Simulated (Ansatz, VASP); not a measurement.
## CuI (Marshite) in two plane-wave programs

Wanted: the spread between two codes on one cell, functional and k mesh. The cell is taken from a series of runs on this material, whose earlier steps may have relaxed, scaled, displaced or heated it; both programs get it as it stands.

Program: Ansatz 0.2.0. Level of theory: plane waves, with VASP 6.6.1 beside it; relaxation of cell and atoms at PBE. Results are calculated unless marked as measured.

## Step 1: Starting point

Symmetry: F-43m, No. 216, cubic system. Conventional cell: a = 6.078 Å, b = 6.078 Å, c = 6.078 Å, α = 90.00°, β = 90.00°, γ = 90.00°. Nearest to Cu lie 4 I at 2.63 Å. Nearest to I lie 4 Cu at 2.63 Å. Farther neighbours and most contacts between anions are not listed.

## Step 2: Ansatz: relaxation of cell and atoms, PBE

Ansatz runs on its default PAW (the set named soft_2) files.

The relaxed volume is the usual yardstick between codes: in a stiff, nearly cubic crystal its relative difference is about their pressure difference at one cell divided by the bulk modulus.

Contents of input.yaml:

```yaml
crystal:
  lattice:
    - [0.0, 3.0390033994, 3.0390033994]
    - [3.0390033994, 0.0, 3.0390033994]
    - [3.0390033994, 3.0390033994, 0.0]
  atoms:
    - { symbol: Cu, position: [0.25, 0.25, 0.25] }
    - { symbol: I, position: [0.0, 0.0, 0.0] }
kpoints:
  mp_grid: { grid: [8, 8, 8] }
hamiltonian:
  xc: pbe
scf:
  occupations: { method: fixed }
output:
  forces: true
  stress: true
  eigenvalues: true
relax:
  adjacent_minimum: "off"
  f_tol: 0.001
  max_steps: 60
  cell: { stress_tol: 0.01 }
```

Launch:

```bash
$ ansatz run input.yaml --threads 4 --pin off --max-ram 8192MiB --backend cpu --events-out ev --progress --plain --runs-dir out
```

Numbers of over 12 decimals in the logs are rounded to 6 here.

Output:

```text
Engine: ansatz 0.2.0, aarch64-unknown-linux-gnu
Pseudopotentials: kind: paw
Pseudopotential: Cu, paw, valence charge 19, recommended cutoff 420 eV (normal), Cu.paw.azcp
Pseudopotential: I, paw, valence charge 17, recommended cutoff 420 eV (normal), I.paw.azcp
Functional definition: PBE
  parameter kappa = 0.804
  parameter beta = 0.066725
  exchange = pbe_x(kappa = kappa, mu = beta*pi^2/3)
  correlation = pbe_c(beta = beta)
Crystal: 2 atoms, lattice volume = 56.134 Å³
Basis set: ecut = 420 eV, 1067 PW (Γ), exchange–correlation on 60×60×60 points (8 copies of the dense FFT grid, shifted against one another)
Bands: 22, of which v1, the nominal top of the filled ones, is band 18 counted from 1 (17 counted from 0)
Symmetry: 24 space group operations
Space group: F-43m (ITA 216), of the structure as read, at distance tolerance 3.8e-5 Å
k-points: 29 of 512 (time reversal used)
Non-local potential: Cu, projectors of the file, l = 0: 3, l = 1: 2, l = 2: 3, l = 3: 1
Non-local potential: I, projectors of the file, l = 0: 2, l = 1: 2, l = 2: 2, l = 3: 2
PAW form: soft (Blöchl's): semilocal exchange-correlation on the pseudo side does not see the compensation charge
PAW one-centre angular grid: Cu, 590 points (default); XC on 64 Gauss nodes
PAW one-centre angular grid: I, 590 points (default); XC on 64 Gauss nodes
Initial density: superposition of atomic densities (neutral atoms: chi_scale 0, normalization atom), corrected by the library's trained network
Initial wavefunctions: pseudopotential atomic-orbital guess
Functional: x = pbe(κ = 0.804, μ = 0.219515), c = pbe(β = 0.066725)
SCF iter   1: F=—  HF=-14138.366365 eV  |F-HF|=—  |Δ(HF+E_count)|=         —  Δρ=1.25e-3  dr2=7.24e-4  ethr=1.77e-3  ⟨swp⟩=5.0  Hψ=2601  notcnv=0  defer=52
preconditioner: auto → none  [insulator: Δε(μ)=1.114 eV  Ē_g=8.934 eV  n_scr=14 (ndim 8)  ℏωp=21.0 eV  f_vac=0.181  ε∞_Penn≈6.5]
SCF iter   2: F=—  HF=-14138.366611 eV  |F-HF|=—  |Δ(HF+E_count)|=   2.46e-4  Δρ=2.16e-3  dr2=1.62e-3  ethr=2.01e-6  ⟨swp⟩=3.0  Hψ=1542  notcnv=0  defer=53
SCF iter   3: F=—  HF=-14138.366257 eV  |F-HF|=—  |Δ(HF+E_count)|=   3.54e-4  Δρ=2.16e-4  dr2=2.23e-5  ethr=2.01e-6  ⟨swp⟩=2.0  Hψ=1185  notcnv=0  defer=53
SCF iter   4: F=—  HF=-14138.366296 eV  |F-HF|=—  |Δ(HF+E_count)|=   3.98e-5  Δρ=6.26e-5  dr2=1.42e-6  ethr=6.20e-8  ⟨swp⟩=2.0  Hψ=949  notcnv=0  defer=53
SCF iter   5: F=—  HF=-14138.366303 eV  |F-HF|=—  |Δ(HF+E_count)|=   6.12e-6  Δρ=2.34e-5  dr2=2.96e-7  ethr=3.94e-9  ⟨swp⟩=2.0  Hψ=1041  notcnv=0  defer=53
SCF iter   6: F=-14138.366303 eV  HF=-14138.366303 eV  |F-HF|=9.60e-9  |Δ(HF+E_count)|=   7.37e-7  Δρ=5.59e-6  dr2=1.13e-8  ethr=2.78e-10  ⟨swp⟩=9.0  Hψ=3520  notcnv=0
SCF 1 converged in 6 iterations: F = -14138.366303 eV  dr2 = 1.13e-8
  greatest PAW one-centre occupation: 1.000 electrons in one spin orbital (limit 2), on the Cu atom at site 0 (counted from 0), in its partial waves of l = 0
relax step   1: F+E_penalty+E_count = -14138.36630335 eV  Δ(F+E_penalty+E_count) = +0.000e0 eV  max|allowed force component| = 4.857e-17 eV/Å  Δτ_max = 0.0000 Å  P = +0.019 GPa  Ω = 56.134 Å³  (6 SCF iters, dr2 threshold 1.00e-7 eV, accepted)
[...]
relax step   2: F+E_penalty+E_count = -14138.36629780 eV  Δ(F+E_penalty+E_count) = +5.547e-6 eV  max|allowed force component| = 1.388e-17 eV/Å  Δτ_max = 0.0000 Å  P = +0.001 GPa  Ω = 56.159 Å³  energy of the carried Pulay correction = -7.166e-6 eV  (5 SCF iters, dr2 threshold 8.98e-10 eV, accepted)
[...]
relax step   3: F+E_penalty+E_count = -14138.36630590 eV  Δ(F+E_penalty+E_count) = -8.096e-6 eV  max|allowed force component| = 1.619e-17 eV/Å  Δτ_max = 0.0000 Å  P = +0.001 GPa  Ω = 56.159 Å³  stress off target by 1.01e-3 GPa  SCF on the basis re-selected at this cell (its energy is not comparable with the rows above)  (7 SCF iters)
basis re-selected at this cell: Δ(F+E_penalty+E_count) = -8.096e-6 eV, ΔP = -0.000 GPa vs the last step (what re-selecting the basis moved, of the pressure what is left beyond the Pulay correction that the steps carried, after the strain that the cell walked since its last selection, with what the two solves' SCF thresholds leave and, on support functions, any second-order correction that the steps lacked; it is no m [...]
SCF converged after 7 iterations
Free energy (F): -14138.366306 eV
Harris-Foulkes:  -14138.366306 eV  (|F-HF|=0.00e0)
Internal energy: -14138.366306 eV  (E = F + TS)
E sigma→0 (E₀):  -14138.366306 eV
Fermi energy:    8.042228 eV
--- Per-component energies (eV) ---
  E_band       = -870.606810
  E_kinetic    = 489.307096
  E_local      = -7641.265554  (includes V_loc(G=0)·N_el)
  E_nonlocal   = 313.761186
  E_hartree    = 3550.705393
  E_xc         = -215.157955
  E_vxc        = -240.933141  (∫ρ·V_xc dr)
  E_paw        = -6492.475210  (= ΣΔE_a)
  E_vpaw       = -892.887413  (= ΣTr[D̂ρ^β])
  E_aug_tail   = 0.000263  (compensation charges beyond the density's cutoff)
  E_ewald      = -4143.241525
  E_smearing   = -0.000000  (= −TS)
  E_closure    = -0.000000  (closes the sum)
  Σ components = -14138.366306   (vs F -14138.366306, Δ=0.00e0)
--- Forces (eV/Å), atoms counted from 1 ---
  atom   1  Cu    -0.00000000    -0.00000000    -0.00000000
  atom   2  I      0.00000000    -0.00000000    -0.00000000
  max |Σ_I F_I| component: 2.78e-17 eV/Å
--- Stress (GPa, compression-positive) ---
        0.001010      -0.000000      -0.000000
       -0.000000       0.001010       0.000000
       -0.000000       0.000000       0.001010
  P = ⅓ Tr σ = 0.0010 GPa (0.010 kbar)
--- Band table (eV; the first three rows and the last of 29) ---
  k-point 0: bands = [... 14 lower, 6.2255, 8.0422, 8.0422, 8.0422, 9.1432, 12.9264, 12.9264, 12.9264]
  k-point 1: bands = [... 14 lower, 6.2195, 7.4321, 7.9288, 7.9288, 9.8339, 12.8275, 13.1420, 13.1420]
  k-point 2: bands = [... 14 lower, 6.2167, 6.7927, 7.6785, 7.6785, 10.2829, 13.4770, 13.4770, 13.4956]
  k-point 28: bands = [... 14 lower, 6.1795, 6.3074, 6.4726, 6.8102, 12.4982, 12.6965, 14.0456, 14.4312]
--- Relaxed structure (2 steps of the walk, 2 accepted, 1 SCFs on fresh bases) ---
  F+E_penalty+E_count = -14138.36630590 eV   max|allowed force component| = 1.619e-17 eV/Å   (the final SCF, on the basis selected at the relaxed cell)
  cell:  # Å, volume = 56.1594 Å³
    - [0, 3.039468, 3.039468]
    - [3.039468, 0, 3.039468]
    - [3.039468, 3.039468, 0]
  atoms:
    - { symbol: Cu, position: [0.25, 0.25, 0.25] }
    - { symbol: I, position: [0, 0, 0] }
```

## Step 3: VASP: relaxation of cell and atoms, PBE

The same cell, functional and mesh now go to VASP, with its own data sets.

Lines of VASP's logs that name or quote its potential files are left out, and so is its time.

Contents of INCAR:

```
SYSTEM = CuI
PREC = Accurate
ENCUT = 600
EDIFF = 1E-07
NELM = 120
ISMEAR = 0
SIGMA = 0.01
LREAL = .FALSE.
ALGO = Normal
GGA = PE
NBANDS = 15
LASPH = .TRUE.
LORBIT = 11
LWAVE = .FALSE.
LCHARG = .FALSE.
ISIF = 3
IBRION = 2
NSW = 80
EDIFFG = -0.005
GGA_COMPAT = .FALSE.
NELMIN = 4
EFERMI = MIDGAP
```

Contents of POSCAR:

```
CuI
1.0
    0.0000000000      3.0390030000      3.0390030000
    3.0390030000      0.0000000000      3.0390030000
    3.0390030000      3.0390030000      0.0000000000
Cu I
1 1
Direct
    0.2500000823      0.2500000823      0.2500000823
    0.0000000000      0.0000000000      0.0000000000
```

Contents of KPOINTS:

```
Automatic mesh
0
Gamma
8 8 8
0 0 0
```

PAW data sets: Cu and I (PBE family, release 64).

Launch:

```bash
$ mpirun -np 1 vasp_std
```

Output:

```text
[banner, memory and clock lines left out]
running    1 mpi-ranks, on    1 nodes
 distrk:  each k-point on    1 cores,    1 groups
 distr:  one band on    1 cores,    1 groups

 POSCAR found type information on POSCAR CuI
 POSCAR found :  2 types and       2 ions
 LDA part: xc-table for (Slater+PW92), standard interpolation
 POSCAR, INCAR and KPOINTS ok, starting setup
 FFT: planning ... GRIDC
 FFT: planning ... GRID_SOFT
 FFT: planning ... GRID
 WAVECAR not read
 entering main loop
       N       E                     dE             d eps       ncg     rms          rms(c)
DAV:   1     0.100170328205E+03    0.10017E+03   -0.81166E+03   870   0.138E+03
DAV:   2     0.144343753995E+01   -0.98727E+02   -0.90911E+02   905   0.254E+02
DAV:   3    -0.556504147563E+01   -0.70085E+01   -0.68788E+01  1157   0.709E+01
DAV:   4    -0.576546258368E+01   -0.20042E+00   -0.20032E+00  1004   0.110E+01
DAV:   5    -0.577546504382E+01   -0.10002E-01   -0.10002E-01  1337   0.284E+00    0.521E+00
DAV:   6    -0.570108523166E+01    0.74380E-01   -0.27666E+00   905   0.465E+01    0.335E+00
DAV:   7    -0.556305580232E+01    0.13803E+00   -0.65667E-01   954   0.278E+01    0.165E+00
DAV:   8    -0.556463242446E+01   -0.15766E-02   -0.36111E-02  1368   0.276E+00    0.452E-01
DAV:   9    -0.556237134098E+01    0.22611E-02   -0.92404E-03  1094   0.293E+00    0.140E-01
DAV:  10    -0.556255612703E+01   -0.18479E-03   -0.59565E-04  1045   0.187E-01    0.435E-02
DAV:  11    -0.556255811832E+01   -0.19913E-05   -0.20461E-04  1143   0.419E-01    0.310E-02
DAV:  12    -0.556255862676E+01   -0.50844E-06   -0.16037E-05  1337   0.451E-02    0.238E-02
DAV:  13    -0.556255692842E+01    0.16983E-05   -0.64190E-06  1184   0.812E-02    0.599E-03
DAV:  14    -0.556255777013E+01   -0.84170E-06   -0.30019E-06  1417   0.311E-02    0.452E-03
DAV:  15    -0.556255767772E+01    0.92409E-07   -0.12965E-07   827   0.104E-02
   1 F= -.55625577E+01 E0= -.55625577E+01  d E =-.556256E+01
[...]
2 F= -.55625759E+01 E0= -.55625759E+01  d E =-.182558E-04
[...]
3 F= -.55625630E+01 E0= -.55625630E+01  d E =-.533405E-05
 curvature:  -1.47 expect dE=-0.327E-04 dE for cont linesearch -0.327E-04
 ZBRENT: interpolating
 opt :   1.7099  next Energy=    -5.562580 (dE=-0.223E-04)
 bond charge predicted
       N       E                     dE             d eps       ncg     rms          rms(c)
DAV:   1    -0.556309747014E+01   -0.53451E-03   -0.78282E-03   870   0.205E+00    0.178E-01
DAV:   2    -0.556279224201E+01    0.30523E-03   -0.45552E-03   884   0.206E+00    0.748E-02
DAV:   3    -0.556259505678E+01    0.19719E-03   -0.90072E-04   877   0.993E-01    0.308E-02
DAV:   4    -0.556257979648E+01    0.15260E-04   -0.55094E-05  1024   0.614E-02    0.110E-02
DAV:   5    -0.556257903966E+01    0.75682E-06   -0.21667E-06  1262   0.346E-02    0.919E-03
DAV:   6    -0.556257871184E+01    0.32782E-06   -0.47951E-07  1326   0.838E-03    0.343E-03
DAV:   7    -0.556257866791E+01    0.43931E-07   -0.10573E-07   549   0.127E-02
   4 F= -.55625787E+01 E0= -.55625787E+01  d E =-.209902E-04
 curvature:  -0.18 expect dE=-0.405E-07 dE for cont linesearch -0.405E-07
 trial: gam= 0.00000 g(F)=  0.122E-41 g(S)=  0.223E-06 ort =-0.196E-05 (trialstep = 0.114E+01)
 search vector abs. value=  0.223E-06
 reached required accuracy - stopping structural energy minimisation
```

OUTCAR, selected parts (step 3):

```text
ion  position               nearest neighbor table
   1  0.250  0.250  0.250-   2 2.63   2 2.63   2 2.63   2 2.63
   2  0.000  0.000  0.000-   1 2.63   1 2.63   1 2.63   1 2.63

  LATTYP: Found a face centered cubic cell.
 ALAT       =     6.0780060000

 Subroutine GETGRP returns: Found 24 space group operations
 (whereof 24 operations were pure point group operations)

The static configuration has the point symmetry T_d .

 Found     29 irreducible k-points:

   k-points           NKPTS =     29   k-points in BZ     NKDIM =     29   number of bands    NBANDS=     15

   dimension x,y,z NGX =    36 NGY =   36 NGZ =   36
   dimension x,y,z NGXF=    72 NGYF=   72 NGZF=   72

   ENCUT  =  600.0 eV  44.10 Ry    6.64 a.u.   8.58  8.58  8.58*2*pi/ulx,y,z

   NELECT =      18.0000    total number of electrons

 k-points in reciprocal lattice and weights: Automatic mesh
   0.00000000  0.00000000  0.00000000       0.002
   0.12500000  0.00000000  0.00000000       0.016
   0.25000000  0.00000000  0.00000000       0.016
   0.37500000  0.00000000  0.00000000       0.016
   0.50000000  0.00000000  0.00000000       0.008
   0.12500000  0.12500000  0.00000000       0.012
   0.25000000  0.12500000  0.00000000       0.047
   0.37500000  0.12500000  0.00000000       0.047
   0.50000000  0.12500000  0.00000000       0.047
[...]
-0.37500000  0.50000000  0.12500000       0.023
  -0.25000000  0.50000000  0.25000000       0.012

 average (electrostatic) potential at core
       1 -65.9402       2 -92.3961

 E-fermi :   4.8897

 k-point     1 :       0.0000    0.0000    0.0000
  band No.  band energies     occupation
    ...
      5       2.5171      2.00000
      6       2.5171      2.00000
      7       4.3301      2.00000
      8       4.3301      2.00000
      9       4.3301      2.00000
     10       5.4493      0.00000
     11       9.2117      0.00000
     12       9.2117      0.00000
     13       9.2117      0.00000
     14      12.4957      0.00000
    ...

 k-point     2 :       0.1250    0.0000    0.0000
  band No.  band energies     occupation
    ...
      5       2.5112      2.00000
      6       2.5112      2.00000
      7       3.7218      2.00000
      8       4.2172      2.00000
      9       4.2172      2.00000
     10       6.1383      0.00000
     11       9.1162      0.00000
     12       9.4256      0.00000
     13       9.4256      0.00000
     14      13.2440      0.00000
    ...

 k-point     3 :       0.2500    0.0000    0.0000
  band No.  band energies     occupation
    ...
      5       2.5084      2.00000
      6       2.5084      2.00000
      7       3.0823      2.00000
      8       3.9680      2.00000
      9       3.9680      2.00000
     10       6.5880      0.00000
     11       9.7572      0.00000
     12       9.7572      0.00000
     13       9.7852      0.00000
     14      13.0437      0.00000
    ...

  Total       -0.0017551     -0.0017551     -0.0017551      0.0000000      0.0000000      0.0000000
  in kB       -0.0499980     -0.0499980     -0.0499980      0.0000000      0.0000000      0.0000000
  external PRESSURE =      -0.0499980 kB  Pullay stress =       0.0000000 kB

  energy-cutoff  :      600.00
  volume of cell :       56.24
      direct lattice vectors                 reciprocal lattice vectors
     0.000000000  3.040940951  3.040940951    -0.164422792  0.164422792  0.164422792
     3.040940951 -0.000000000  3.040940951     0.164422792 -0.164422792  0.164422792
     3.040940951  3.040940951  0.000000000     0.164422792  0.164422792 -0.164422792

 POSITION                                       TOTAL-FORCE (eV/Angst)
 -----------------------------------------------------------------------------------
      1.52047      1.52047      1.52047        -0.000000     -0.000000     -0.000000
      0.00000      0.00000      0.00000         0.000000      0.000000      0.000000
 -----------------------------------------------------------------------------------
    total drift:                               -0.000128     -0.000128     -0.000128

  FREE ENERGIE OF THE ION-ELECTRON SYSTEM (eV)
  ---------------------------------------------------
  free  energy   TOTEN  =        -5.5625786679 eV

  energy  without entropy=       -5.5625786679  energy(sigma->0) =       -5.56257867

 reached required accuracy - stopping structural energy minimisation

 total charge
# of ion       s       p       d       tot
------------------------------------------
    1        0.324   0.255   9.334   9.914
    2        1.493   2.759   0.052   4.304
--------------------------------------------------
tot          1.817   3.014   9.386  14.217

[... 3 further parts left out ...]
```

CONTCAR:

```
CuI
   1.00000000000000
     0.0000000000000000    3.0409409510720855    3.0409409510720855
     3.0409409510720855   -0.0000000000000000    3.0409409510720855
     3.0409409510720855    3.0409409510720855    0.0000000000000000
  Cu              I
     1     1
Direct
     0.2500000822999979    0.2500000822999979    0.2500000822999979
     0.0000000000000000    0.0000000000000000    0.0000000000000000
```

## Step 4: Differences

Known differences besides the potentials themselves: fixed occupations in Ansatz, narrow Gaussian smearing in VASP; the data sets hold 36 valence electrons in Ansatz (on its default PAW (the set named soft_2) files) and 18 in VASP; the cutoff is 420 eV in Ansatz and 600 eV in VASP; Ansatz adds a Pulay correction to the stress that steers its cell, VASP none. Total energies have different zeros and are not compared.

Both answers:

```csv
quantity,Ansatz,VASP,difference
volume (Å³),56.16,56.24,-0.15 %
"edge a after relaxation, in the typed setting (Å)",4.298,4.301,-0.05 %
```

## Step 5: What came out

| Item | Value |
| --- | --- |
| difference in volume (relaxation of cell and atoms, PBE) | -0.15 % |

What this shows: The difference in volume is -0.15 % (relaxation of cell and atoms, PBE), within the 1.2 % picked in this series as the mark of a large difference, as far as the stopping tolerances let one tell. The data sets hold unlike numbers of valence electrons (36 in Ansatz and 18 in VASP), so part of the differences comes from the potentials. How closely two codes agree says nothing of how well the functional describes the real material.

[Lines on the potential files, build, host, timing and source positions are cut from VASP's logs without a mark.]

[Logs are printed without paths, hosts, clocks, repeated set-up lines and the standing remarks that a program may print on its own settings, such as how far it seeks lower states.]

[Hosts, paths, dates, database ids (printed as entryN), source tags and the programs' standing remarks are cut or masked in the printed files.]
